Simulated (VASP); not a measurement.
Set up this calculation in VASP 6.6.1, as the native input.

```yaml
Task: single point
Functional: PBE
Potentials_or_basis: VASP PAW PBE potentials, release 64 (Cu, W_sv)
Cutoff: 520 eV
k_mesh: 12 × 12 × 18
Occupations: gaussian, width 0.1 eV
Spin: no spin polarisation
Dipole_correction: no
Further_INCAR_settings: ALGO = Fast; EDIFF = 1e-06; NBANDS = 26
```

The structure of CuW2 lies in POSCAR:

```
CuW2
1.0
    4.5027150362      0.0000000000      0.0000000000
   -2.2513575181      3.8994656074      0.0000000000
    0.0000000000      0.0000000000      2.6428358821
Cu W
1 2
Direct
    0.0000000000      0.0000000000      0.5000000000
    0.6666666667      0.3333333333      0.0000000000
    0.3333333333      0.6666666667      0.0000000000
```

The cell was built by a generator and needn't be a form met in nature.

One way to write it, as run:

INCAR

```
PREC     = Accurate       # precision mode
ENCUT    = 520            # plane-wave cutoff, eV
EDIFF    = 1E-6           # SCF threshold, eV
ISMEAR   = 0              # smearing method
SIGMA    = 0.1            # smearing width, eV
LREAL    = False          # projectors in reciprocal space
LASPH    = True           # aspherical terms in the spheres
NELM     = 100            # most SCF steps
ALGO     = Fast           # electronic algorithm
ISIF     = 2              # what is computed and relaxed
LWAVE    = False          # write WAVECAR
LCHARG   = True           # write CHGCAR
GGA      = PE             # functional
LELF     = True           # ELF
LVHAR    = True         
NBANDS   = 26             # bands
```

KPOINTS

```
regular mesh
0
Gamma
  12 12 18
```

Potentials or basis: VASP PAW PBE potentials, release 64 (Cu, W_sv).

Command:

```sh
$ cat potpaw_PBE.64/Cu/POTCAR potpaw_PBE.64/W_sv/POTCAR > POTCAR
$ mpirun -np 1 vasp_std > vasp.out
```

Results of the run:

```yaml
Pressure: 0.6 GPa
Band_gap_on_the_k_mesh: none (metal or under the smearing width)
```

Run time: 4.8 min on 1 thread of Intel(R) Xeon(R) Platinum 8175M CPU @ 2.50GHz (Skylake/Cascade Lake), with other jobs on the host, peak memory 0.33 GiB.
